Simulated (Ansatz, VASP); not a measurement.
# Cross-check of AlCo between VASP and Ansatz

One calculation is typed for both programs; each brings its own data sets. How far apart do they land? The cell is taken from a series of runs on this material, whose earlier steps may have relaxed, scaled, displaced or heated it; both programs get it as it stands.

Program: Ansatz 0.2.0. Level of theory: plane waves, with VASP 6.6.1 beside it; zone-centre phonons at PBEsol. Results are calculated unless marked as measured.

**1. The structure**

The structure is cubic, space group Pm-3m (No. 221). The conventional cell has a = 2.803 Å, b = 2.803 Å, c = 2.803 Å, α = 90.00°, β = 90.00°, γ = 90.00°. Al has 8 Co at 2.43 Å nearest. Nearest to Co lie 8 Al at 2.43 Å. Farther neighbours are not listed.

**2. Ansatz: zone-centre phonons, PBEsol, pair 1**

Ansatz runs on its PAW soft_1 files.

Second derivatives magnify differences that forces hide, and they need a tight electronic threshold.

Contents of input.yaml:

```yaml
crystal:
  lattice:
    - [2.8032673583, 0.0, 0.0]
    - [0.0, 2.8032673583, 0.0]
    - [0.0, 0.0, 2.8032673583]
  atoms:
    - { symbol: Al, position: [0.0, 0.0, 0.0] }
    - { symbol: Co, position: [0.5, 0.5, 0.5] }
kpoints:
  mp_grid: { grid: [16, 16, 16] }
hamiltonian:
  xc: pbesol
  pseudopotentials: { kind: paw, azcp: { folder: soft_1 }, xc_functional: pbe }
scf:
  occupations: { method: methfessel_paxton, width: 0.2 }
output:
  eigenvalues: true
phonons:
  method: dfpt
```

Started as:

```bash
> ansatz run input.yaml --threads 4 --pin off --max-ram 10240MiB --backend cpu --events-out ev --progress --plain --runs-dir out
```

Numbers of over 12 decimals in the logs are rounded to 6 here.

Output:

```text
Engine: ansatz 0.2.0, x86_64-unknown-linux-gnu
Pseudopotentials: kind: paw
Pseudopotential: Al, paw, valence charge 3, recommended cutoff 420 eV (normal), soft_1/Al.paw.azcp
Pseudopotential: Co, paw, valence charge 17, recommended cutoff 420 eV (normal), soft_1/Co.paw.azcp
Functional definition: PBEsol
  exchange = pbesol_x
  correlation = pbesol_c
Crystal: 2 atoms, lattice volume = 22.029 Å³
Basis set: ecut = 420 eV, 437 PW (Γ), exchange–correlation on 40×40×40 points (8 copies of the dense FFT grid, shifted against one another)
Bands: 14, of which v1, the nominal top of the filled ones, is band 10 counted from 1 (9 counted from 0)
Symmetry: 48 space group operations
k-points: 405 of 4096 (irreducible under 8 space group operations, time reversal used)
Non-local potential: Al, projectors of the file, l = 0: 2, l = 1: 2, l = 2: 1
Non-local potential: Co, projectors of the file, l = 0: 3, l = 1: 2, l = 2: 3, l = 3: 1
PAW form: soft (Blöchl's): semilocal exchange-correlation on the pseudo side does not see the compensation charge
PAW frozen core: Al, regenerated for the run's functional, and the local potential with it (the file was generated under x = pbe(κ = 0.804, μ = 0.219515), c = pbe(β = 0.066725))
PAW frozen core: Co, regenerated for the run's functional, and the local potential with it (the file was generated under x = pbe(κ = 0.804, μ = 0.219515), c = pbe(β = 0.066725))
PAW one-centre angular grid: Al, 110 points (default); XC on 64 Gauss nodes
PAW one-centre angular grid: Co, 590 points (default); XC on 64 Gauss nodes
Initial density: superposition of atomic densities (chi_scale 0.1, normalization cell, long waves kept (reshape's long-wave potential 0.00 eV rms))
Initial wavefunctions: pseudopotential atomic-orbital guess
Functional: x = pbesol(κ = 0.804, μ = 0.123457), c = pbesol(β = 0.046)
SCF iter   1: F=—  HF=-5618.977396 eV  |F-HF|=—  |Δ(HF+E_count)|=         —  Δρ=6.69e-2  dr2=8.37e-1  ethr=3.10e-3  ⟨swp⟩=4.1  Hψ=25836  notcnv=0
preconditioner: auto → none  [metal: Δε(μ)=0.016 eV  Ē_g=8.845 eV  σ=0.200 eV  W_gap=0.07  n_scr=6 (ndim 8)  ℏωp=27.4 eV  f_vac=0.000  D(μ)=0.87/eV (n_scr^D=6)  sad-step TF]
SCF iter   2: F=—  HF=-5618.964162 eV  |F-HF|=—  |Δ(HF+E_count)|=   1.32e-2  S|Δr|=    0.00e0  Δρ=7.41e-2  dr2=1.06e0  ethr=3.10e-3  ⟨swp⟩=1.0  Hψ=8910  notcnv=0
SCF iter   3: F=—  HF=-5618.779369 eV  |F-HF|=—  |Δ(HF+E_count)|=   1.85e-1  S|Δr|=    0.00e0  Δρ=1.36e-2  dr2=3.29e-2  ethr=3.10e-3  ⟨swp⟩=2.1  Hψ=7646  notcnv=0
SCF iter   4: F=—  HF=-5618.772517 eV  |F-HF|=—  |Δ(HF+E_count)|=   6.85e-3  S|Δr|=    0.00e0  Δρ=2.71e-3  dr2=1.13e-3  ethr=1.64e-4  ⟨swp⟩=1.1  Hψ=8658  notcnv=0  defer=10
SCF iter   5: F=—  HF=-5618.772288 eV  |F-HF|=—  |Δ(HF+E_count)|=   2.29e-4  S|Δr|=    0.00e0  Δρ=2.64e-4  dr2=8.46e-6  ethr=5.67e-6  ⟨swp⟩=2.4  Hψ=7512  notcnv=0  defer=10
SCF iter   6: F=—  HF=-5618.772281 eV  |F-HF|=—  |Δ(HF+E_count)|=   7.07e-6  S|Δr|=    0.00e0  Δρ=3.27e-5  dr2=1.43e-7  ethr=4.23e-8  ⟨swp⟩=2.1  Hψ=9451  notcnv=0  defer=10
SCF iter   7: F=—  HF=-5618.772279 eV  |F-HF|=—  |Δ(HF+E_count)|=   2.40e-6  S|Δr|=    0.00e0  Δρ=1.26e-6  dr2=2.04e-10  ethr=7.13e-10  ⟨swp⟩=2.6  Hψ=9526  notcnv=0  defer=10
SCF iter   8: F=-5618.772279 eV  HF=-5618.772279 eV  |F-HF|=9.09e-13  |Δ(HF+E_count)|=  1.43e-10  S|Δr|=    0.00e0  Δρ=4.17e-8  dr2=9.73e-14  ethr=1.00e-12  ⟨swp⟩=6.0  Hψ=26188  notcnv=0
SCF 1 converged in 8 iterations: F = -5618.772279 eV  dr2 = 9.73e-14
  greatest PAW one-centre occupation: 1.001 electrons in one spin orbital (limit 2), on the Co atom at site 1 (counted from 0), in its partial waves of l = 1
DFPT response loops at Γ: preconditioner auto → Kerker (q_TF=auto, 2.685 Å⁻¹) (partly filled bands, converged f_vac=0.000); β = 1.00, the filter's whole step (`scf.mixing.beta` (0.50) is not read by the response loops under this deck's `scf.mixing.preconditioner`; to damp them name `kerker` or `kerker_dos`, under which they read `scf.mixing.beta`, and type it under 1.00, their step now; both keys bind the ground state too); Broyden in place of MSR1
SCF converged after 8 iterations
Stability not checked: this state was not tested for a lower state beside it, because cold or Methfessel-Paxton smearing, or corrected tetrahedra, fill the levels in a way that the test cannot read (fill_not_monotonic; see scf.lower_state_search)
Free energy (F): -5618.772279 eV
Harris-Foulkes:  -5618.772279 eV  (|F-HF|=9.09e-13)
Internal energy: -5618.774298 eV  (E = F + TS)
E sigma→0 (E₀):  -5618.772784 eV
Entropy (-TS):   0.002019 eV (1.010 meV/atom)
Fermi energy:    15.224842 eV
Step filling:    the computed levels leave a gap of 0.0120 eV = 0.1 smearing widths at the electron count; against every level under it full and every level over it empty, smearing changes F+E_penalty+E_count by +0.714 meV and its σ→0 estimate by +0.209 meV
--- Per-component energies (eV) ---
  E_band       = -270.289713
  E_kinetic    = 324.033725
  E_local      = -3431.492223  (includes V_loc(G=0)·N_el)
  E_nonlocal   = 450.404531
  E_hartree    = 1552.609573
  E_xc         = -132.148538
  E_vxc        = -151.750708  (∫ρ·V_xc dr)
  E_paw        = -2000.709958  (= ΣΔE_a)
  E_vpaw       = -566.704168  (= ΣTr[D̂ρ^β])
  E_aug_tail   = -0.000010  (compensation charges beyond the density's cutoff)
  E_ewald      = -2381.678955
  E_core_change = 0.207559  (= ΣΔE_core)
  E_smearing   = 0.002019  (= −TS)
  E_closure    = -0.000000  (closes the sum)
  Σ components = -5618.772279   (vs F -5618.772279, Δ=0.00e0)
--- Band table (eV; the first three rows and the last of 405) ---
  k-point 0: bands = [... 6 lower, 11.9818, 14.3366, 14.3366, 14.3366, 21.4036, 21.4036, 21.4036, 24.1355]
  k-point 1: bands = [... 6 lower, 12.0040, 14.2929, 14.2929, 14.3412, 20.6352, 21.5112, 21.5112, 24.1209]
  k-point 2: bands = [... 6 lower, 12.0681, 14.1732, 14.1732, 14.3545, 19.2773, 21.8237, 21.8237, 24.0777]
  k-point 404: bands = [... 6 lower, 11.0341, 14.9883, 14.9883, 17.5462, 17.5462, 17.5462, 19.8078, 20.8612]
--- Phonons (Γ-DFPT): 2 representative perturbations + reference, on 405 of 4096 k-points (Σ response iterations 6) ---
  k mesh reduced under 8 symmetry operations, with k and −k counted as one. Each operation leaves every solved perturbation unchanged. A smaller set is not used because it would not reduce the number of displacements times k-points to solve
  ASR residual: 2.584e-5 → 0.000e0 eV/Å²; symmetrization residual: 1.860e-6 eV/Å²
  ASR residual per site (eV/Å²): 7.00e-7 2.58e-5
  Γ frequencies (cm⁻¹): 0.00 0.00 0.00 352.25 352.25 352.25
  non-analytic LO–TO correction: not included (Born effective charges unavailable; polar crystals: no LO–TO splitting at Γ)
```

**3. VASP: zone-centre phonons, PBEsol, pair 1**

The same cell, functional, mesh and smearing now go to VASP, with its own data sets.

Lines of VASP's logs that name or quote its potential files are left out, and so is its time.

Contents of INCAR:

```
SYSTEM = AlCo
PREC = Accurate
ENCUT = 600
EDIFF = 1E-08
NELM = 120
ISMEAR = 1
SIGMA = 0.2
LREAL = .FALSE.
ALGO = Normal
GGA = PS
NBANDS = 12
LASPH = .TRUE.
LORBIT = 11
LWAVE = .FALSE.
LCHARG = .FALSE.
ISIF = 2
IBRION = 8
GGA_COMPAT = .FALSE.
KPAR = 2
```

Contents of POSCAR:

```
AlCo
1.0
    2.8032673583      0.0000000000      0.0000000000
    0.0000000000      2.8032673583      0.0000000000
    0.0000000000      0.0000000000      2.8032673583
Al Co
1 1
Direct
    0.0000000000      0.0000000000      0.0000000000
    0.5000000000      0.5000000000      0.5000000000
```

Contents of KPOINTS:

```
Automatic mesh
0
Gamma
16 16 16
0 0 0
```

PAW data sets: Al and Co (PBE family, release 64).

Started as:

```bash
> mpirun -np 2 vasp_std
```

Output:

```text
[banner, memory and clock lines left out]
running    2 mpi-ranks, on    1 nodes
 distrk:  each k-point on    1 cores,    2 groups
 distr:  one band on    1 cores,    1 groups

 POSCAR found type information on POSCAR AlCo
 POSCAR found :  2 types and       2 ions
|                                                                             |
|               ----> ADVICE to this user running VASP <----                  |
|                                                                             |
|     You enforced a specific xc type in the INCAR file but a different       |
|     [... a line on the potential file left out ...]
|     I HOPE YOU KNOW WHAT YOU ARE DOING!                                     |
|                                                                             |

 LDA part: xc-table for (Slater+PW92), standard interpolation
 POSCAR, INCAR and KPOINTS ok, starting setup
 FFT: planning ... GRIDC
 FFT: planning ... GRID_SOFT
 FFT: planning ... GRID
 WAVECAR not read
 entering main loop
       N       E                     dE             d eps       ncg     rms          rms(c)
DAV:   1     0.397373635129E+02    0.39737E+02   -0.58672E+03  3984   0.121E+03
DAV:   2    -0.132870047135E+02   -0.53024E+02   -0.49173E+02  4044   0.194E+02
DAV:   3    -0.149787322690E+02   -0.16917E+01   -0.16763E+01  4812   0.408E+01
DAV:   4    -0.150056786574E+02   -0.26946E-01   -0.26937E-01  4420   0.460E+00
DAV:   5    -0.150065758827E+02   -0.89723E-03   -0.89720E-03  4900   0.921E-01    0.137E+01
DAV:   6    -0.176886839002E+02   -0.26821E+01   -0.65818E+01  4400   0.112E+02    0.175E+01
DAV:   7    -0.131244518082E+02    0.45642E+01   -0.30564E+01  4432   0.712E+01    0.198E+00
DAV:   8    -0.130894093328E+02    0.35042E-01   -0.20381E-01  4388   0.369E+00    0.117E+00
DAV:   9    -0.130747423569E+02    0.14667E-01   -0.23200E-02  5288   0.194E+00    0.309E-01
DAV:  10    -0.130742517911E+02    0.49057E-03   -0.44837E-04  4576   0.185E-01    0.150E-01
DAV:  11    -0.130742277268E+02    0.24064E-04   -0.23244E-05  4892   0.404E-02    0.671E-03
DAV:  12    -0.130742270742E+02    0.65255E-06   -0.24975E-06  5196   0.172E-02    0.525E-03
DAV:  13    -0.130742270582E+02    0.16074E-07   -0.14853E-07  4596   0.301E-03    0.111E-03
DAV:  14    -0.130742270901E+02   -0.31900E-07   -0.45733E-09  2680   0.737E-04    0.186E-04
DAV:  15    -0.130742271060E+02   -0.15910E-07   -0.86242E-10  2280   0.276E-04    0.899E-05
DAV:  16    -0.130742270993E+02    0.66559E-08   -0.22050E-10  2240   0.160E-04
   1 F= -.13074227E+02 E0= -.13074868E+02  d E =0.192386E-02
 Linear response reoptimize wavefunctions to high precision
DAV:   1    -0.130742270992E+02    0.88221E-10   -0.49649E-11  2316   0.736E-05
 Linear response DOF=           2
 Linear response progress:
  Degree of freedom:   1/  2
       N       E                     dE             d eps       ncg     rms          rms(c)
RMM:   1    -0.610211176467E-02   -0.61021E-02    0.13338E-03 21509   0.640E-01
RMM:   2    -0.579589524636E-02    0.30622E-03   -0.12422E-04 14680   0.227E-01    0.610E-02
RMM:   3    -0.578370878642E-02    0.12186E-04   -0.11812E-04 15755   0.842E-02    0.300E-02
RMM:   4    -0.586494323892E-02   -0.81234E-04   -0.45863E-05 15768   0.503E-02    0.596E-03
RMM:   5    -0.587236790960E-02   -0.74247E-05   -0.29135E-06 16060   0.125E-02    0.234E-03
RMM:   6    -0.587453384726E-02   -0.21659E-05   -0.15833E-07 15141   0.380E-03    0.119E-03
RMM:   7    -0.587463388488E-02   -0.10004E-06   -0.34618E-08 14666   0.213E-03    0.598E-04
RMM:   8    -0.587448329238E-02    0.15059E-06   -0.45562E-09 17091   0.642E-04    0.319E-04
RMM:   9    -0.587479932842E-02   -0.31604E-06    0.13829E-10 17247   0.174E-04    0.999E-06
RMM:  10    -0.587476892796E-02    0.30400E-07   -0.48848E-10 17368   0.498E-05    0.185E-05
RMM:  11    -0.587478626584E-02   -0.17338E-07   -0.69681E-11 16979   0.152E-05    0.289E-06
RMM:  12    -0.587478255703E-02    0.37088E-08   -0.79978E-11 16989   0.588E-06    0.448E-07
 first order change of Fermi-energy   0.36012E-04
 force on displaced ion       1 direction 1 :  -8.510   0.000  -0.000
 Linear response progress:
  Degree of freedom:   2/  2
       N       E                     dE             d eps       ncg     rms          rms(c)
RMM:   1    -0.167785687461E+00   -0.16779E+00   -0.10408E-01 14472   0.260E+00
RMM:   2    -0.167529738360E+00    0.25595E-03   -0.26930E-03 14599   0.540E-01    0.170E-01
RMM:   3    -0.167442790626E+00    0.86948E-04   -0.17852E-04 15320   0.112E-01    0.102E-01
RMM:   4    -0.167815177714E+00   -0.37239E-03   -0.23240E-04 16222   0.116E-01    0.780E-03
RMM:   5    -0.167786441558E+00    0.28736E-04   -0.58256E-06 16579   0.259E-02    0.631E-03
RMM:   6    -0.167772859427E+00    0.13582E-04   -0.46226E-07 14859   0.807E-03    0.443E-03
RMM:   7    -0.167728406919E+00    0.44453E-04   -0.14256E-07 15236   0.452E-03    0.277E-04
RMM:   8    -0.167727472709E+00    0.93421E-06   -0.17955E-08 17501   0.103E-03    0.168E-04
RMM:   9    -0.167728811040E+00   -0.13383E-05   -0.20432E-09 17349   0.401E-04    0.479E-05
RMM:  10    -0.167728441153E+00    0.36989E-06   -0.27935E-10 17634   0.119E-04    0.144E-05
RMM:  11    -0.167728382330E+00    0.58823E-07   -0.60259E-11 18125   0.334E-05    0.306E-06
RMM:  12    -0.167728401002E+00   -0.18672E-07   -0.26234E-11 17889   0.114E-05    0.115E-06
RMM:  13    -0.167728395637E+00    0.53651E-08   -0.40125E-11 15724   0.599E-06    0.329E-07
 first order change of Fermi-energy   0.30055E-02
 force on displaced ion       2 direction 1 :  -8.505  -0.000  -0.000
 Linear response finished
```

OUTCAR, selected parts (step 3):

```text
ion  position               nearest neighbor table
   1  0.000  0.000  0.000-   2 2.43   2 2.43   2 2.43   2 2.43   2 2.43   2 2.43   2 2.43   2 2.43

  LATTYP: Found a simple cubic cell.
 ALAT       =     2.8032673583

 Subroutine GETGRP returns: Found 48 space group operations
 (whereof 48 operations were pure point group operations)

The static configuration has the point symmetry O_h .

 Found    165 irreducible k-points:

   k-points           NKPTS =    165   k-points in BZ     NKDIM =    165   number of bands    NBANDS=     12

   dimension x,y,z NGX =    24 NGY =   24 NGZ =   24
   dimension x,y,z NGXF=    48 NGYF=   48 NGZF=   48

   ENCUT  =  600.0 eV  44.10 Ry    6.64 a.u.   5.60  5.60  5.60*2*pi/ulx,y,z

   NELECT =      12.0000    total number of electrons

 k-points in reciprocal lattice and weights: Automatic mesh
   0.00000000  0.00000000  0.00000000       0.000
   0.06250000  0.00000000  0.00000000       0.001
   0.12500000  0.00000000  0.00000000       0.001
   0.18750000  0.00000000  0.00000000       0.001
   0.25000000  0.00000000  0.00000000       0.001
   0.31250000  0.00000000  0.00000000       0.001
   0.37500000  0.00000000  0.00000000       0.001
   0.43750000  0.00000000  0.00000000       0.001
   0.50000000  0.00000000  0.00000000       0.001
[...]
0.50000000  0.50000000  0.43750000       0.001
   0.50000000  0.50000000  0.50000000       0.000

 average (electrostatic) potential at core
       1 -68.1885       2 -77.0174

  Total        0.5734630      0.5734630      0.5734630     -0.0000000     -0.0000000      0.0000000
  in kB       41.7082918     41.7082918     41.7082918     -0.0000000     -0.0000000      0.0000000
  external PRESSURE =      41.7082918 kB  Pullay stress =       0.0000000 kB

  energy-cutoff  :      600.00
  volume of cell :       22.03
      direct lattice vectors                 reciprocal lattice vectors
     2.803267358  0.000000000  0.000000000     0.356726588  0.000000000  0.000000000
     0.000000000  2.803267358  0.000000000     0.000000000  0.356726588  0.000000000
     0.000000000  0.000000000  2.803267358     0.000000000  0.000000000  0.356726588

 POSITION                                       TOTAL-FORCE (eV/Angst)
 -----------------------------------------------------------------------------------
      0.00000      0.00000      0.00000         0.000000      0.000000      0.000000
      1.40163      1.40163      1.40163         0.000000      0.000000      0.000000
 -----------------------------------------------------------------------------------
    total drift:                                0.000000     -0.000000     -0.000000

 Eigenvectors and eigenvalues of the dynamical matrix
 ----------------------------------------------------

   1 f  =   10.599875 THz    66.600980 2PiTHz  353.573779 cm-1    43.837542 meV
             X         Y         Z           dx          dy          dz
      0.000000  0.000000  0.000000     0.000000    0.828305    0.000000
      1.401634  1.401634  1.401634     0.000000   -0.560278    0.000000

   2 f  =   10.599875 THz    66.600980 2PiTHz  353.573779 cm-1    43.837542 meV
             X         Y         Z           dx          dy          dz
      0.000000  0.000000  0.000000     0.828305    0.000000    0.000000
      1.401634  1.401634  1.401634    -0.560278    0.000000    0.000000

   3 f  =   10.599875 THz    66.600980 2PiTHz  353.573779 cm-1    43.837542 meV
             X         Y         Z           dx          dy          dz
      0.000000  0.000000  0.000000     0.000000    0.000000   -0.828305
      1.401634  1.401634  1.401634     0.000000   -0.000000    0.560278

   4 f/i=    0.001543 THz     0.009693 2PiTHz    0.051461 cm-1     0.006380 meV
             X         Y         Z           dx          dy          dz
      0.000000  0.000000  0.000000    -0.110395   -0.534411    0.127003
      1.401634  1.401634  1.401634    -0.163206   -0.790063    0.187759

   5 f/i=    0.001543 THz     0.009693 2PiTHz    0.051461 cm-1     0.006380 meV
             X         Y         Z           dx          dy          dz
      0.000000  0.000000  0.000000    -0.116570   -0.103799   -0.538097
      1.401634  1.401634  1.401634    -0.172336   -0.153454   -0.795513

   6 f/i=    0.001543 THz     0.009693 2PiTHz    0.051461 cm-1     0.006380 meV
             X         Y         Z           dx          dy          dz
      0.000000  0.000000  0.000000     0.536783   -0.132449   -0.090736
      1.401634  1.401634  1.401634     0.793570   -0.195810   -0.134143

 ELASTIC MODULI CONTR FROM IONIC RELAXATION (kBar)
 Direction    XX          YY          ZZ          XY          YZ          ZX
 --------------------------------------------------------------------------------
 XX           0.0000      0.0000      0.0000      0.0000      0.0000      0.0000
 YY           0.0000      0.0000      0.0000      0.0000      0.0000      0.0000
 ZZ           0.0000      0.0000      0.0000      0.0000      0.0000      0.0000
 XY           0.0000      0.0000      0.0000      0.0000      0.0000      0.0000
 YZ           0.0000      0.0000      0.0000      0.0000      0.0000      0.0000
 ZX           0.0000      0.0000      0.0000      0.0000      0.0000      0.0000
 --------------------------------------------------------------------------------
```

This run has no spin polarisation, so a moment on Co, if there is one, isn't seen.

**4. Differences**

Known differences besides the potentials themselves: the data sets hold 20 valence electrons in Ansatz (on its PAW soft_1 files) and 12 in VASP; the cutoff is 420 eV in Ansatz and 600 eV in VASP; Ansatz makes its cores anew for this functional, VASP keeps those of its PBE data sets. Total energies have different zeros and are not compared.

Compared:

| quantity | Ansatz | VASP | difference |
| --- | --- | --- | --- |
| optical mode 1 to 3 (cm⁻¹) | 352.2 | 353.6 | -0.37 % |

Modes are paired by rising frequency, not by their patterns, so a pair may set unlike modes beside each other; they are those without the splitting of longitudinal modes.

[end of part 1 of 2]

[Lines on the potential files, build, host, timing and source positions are cut from VASP's logs without a mark.]

[Logs are printed without paths, hosts, clocks, repeated set-up lines and the standing remarks that a program may print on its own settings, such as how far it seeks lower states.]

[Hosts, paths, dates, database ids (printed as entryN), source tags and the programs' standing remarks are cut or masked in the printed files.]
